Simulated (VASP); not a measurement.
A cell of Sc (hcp) near equilibrium:

```yaml
crystal:
  lattice:
    - [1.65851, -2.87262, 0.00000]
    - [1.65851, 2.87262, 0.00000]
    - [0.00000, 0.00000, 5.16218]
  atoms:
    - { symbol: Sc, position: [0.33333, 0.66667, 0.25000] }
    - { symbol: Sc, position: [0.66667, 0.33333, 0.75000] }
```

The numbers are results of PBE GGA, VASP's PBE PAW potentials (set 64) (plane waves; VASP), not measurements.

| run | ΔE (meV/atom) | σxx | σyy | σzz | largest shear component, with its sign (GPa) | largest force (eV/Å) |
|---|---|---|---|---|---|---|
| as it is | 0.0 | 0.03 | 0.03 | 0.10 | 0.00 | 0.000 |
| after one change | 29.9 | -4.59 | -4.59 | -1.92 | 0.00 | 0.000 |
Stress is in GPa, positive when the cell is compressed.

**Question.** Which change was made?
A) uniaxial strain of +3.0 % along y
B) isotropic strain of +3.0 %
C) biaxial strain of +2.0 % in the xz plane with the ions relaxed
D) biaxial strain of +4.0 % in the xy plane

**Answer.** D, biaxial strain of +4.0 % in the xy plane

The compound is Sc in the hcp structure.
